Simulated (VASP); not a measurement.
The input files of a VASP run:

KPOINTS:
```
kpoints
0
gamma
 6 6 4
```

### INCAR
```
SYSTEM = ZrS2
PREC = Accurate; ENCUT = 400; LREAL = F
LASPH = T
EDIFF = 1E-6; NELM = 100; ALGO = Normal
LMAXMIX = 4
ISMEAR = 0; SIGMA = 0.05
IBRION = 2; NSW = 60; ISIF = 3
EDIFFG = -0.02
LWAVE = F; LCHARG = F
```

File POSCAR:
```
ZrS2
1
    3.6068379407    -0.0000000000    -0.0000000000
   -1.8034189704     3.1236134189     0.0000000000
    0.0000000000     0.0000000000     5.6287084822
Zr S
1 2
Direct
  0.0000000000   0.0000000000   0.0000000000
  0.6666670000   0.3333330000   0.7432981030
  0.3333330000   0.6666670000   0.2567018970
```

POTCAR, in this order: Zr_sv S (LDA.64 set). Program: vasp_std.

Question: Translate this LDA calculation to Ansatz.

Answer: One equivalent input (not run):
Ansatz 0.2 input:
```yaml
crystal:
  lattice:
    - [3.6068379, 0.0000000, 0.0000000]
    - [-1.8034190, 3.1236134, 0.0000000]
    - [0.0000000, 0.0000000, 5.6287085]
  atoms:
    - { symbol: Zr, position: [0.0000000, 0.0000000, 0.0000000] }
    - { symbol: S, position: [0.6666670, 0.3333330, 0.7432981] }
    - { symbol: S, position: [0.3333330, 0.6666670, 0.2567019] }
kpoints:
  mp_grid: { grid: [6, 6, 4] }
hamiltonian:
  xc: lda
  pseudopotentials: { kind: paw }
scf:
  occupations: { method: gaussian, width: 0.05 }
  max_iter: 100
relax:
  max_steps: 60
  f_tol: 0.02
  cell: {}
output: { forces: true, stress: true, eigenvalues: true }
```
Limits of the translation: each code has its own PAW files, so the cut-off isn't converted (ENCUT is set for VASP's; basis.ecutwfc is left out, and Ansatz then takes the one that its files recommend); Ansatz stops its SCF on the density residual and VASP on the energy change (EDIFF); Ansatz's lda is the Perdew-Wang form, while the LDA potentials of VASP carry Perdew-Zunger's.

The structure comes from a computed database's ZrS2 entry (P-3m1); how it stands against other phases isn't given here. This run relaxes it. Symmetry was kept, so distortions that lower it aren't found. The start is the result of an earlier pass.
